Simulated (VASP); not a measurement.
Given:

```yaml
crystal:
  lattice:
    - [0.00000, 3.16200, 3.16200]
    - [3.16200, 0.00000, 3.16200]
    - [3.16200, 3.16200, 0.00000]
  atoms:
    - { symbol: Ba, position: [0.00000, 0.00000, 0.00000] }
    - { symbol: F, position: [0.25000, 0.25000, 0.25000] }
    - { symbol: F, position: [0.75000, 0.75000, 0.75000] }
```

Level of theory: PBE GGA, VASP's PBE PAW potentials (set 64) (plane waves; VASP 6.6.1). Settings: 520 eV cut-off, 4×4×4 Monkhorst-Pack mesh, Gaussian smearing of 0.050 eV, potentials Ba_sv F.

Q: Give the stress tensor in GPa (positive for a compressed cell).

A: 
```
-1.01   0.00   0.00
 0.00  -1.01   0.00
 0.00   0.00  -1.01
```
The pressure is its mean diagonal, -1.01 GPa.

The compound is BaF2 in the fluorite structure. The cell was not relaxed at this level. The k-mesh is coarse (spacing up to 0.43 per Å, 2π included), so the numbers may not be converged in it. The run is one of a series of settings (KPOINTS 4×4×4 Monkhorst-Pack mesh against the base run), some of them coarse on purpose.
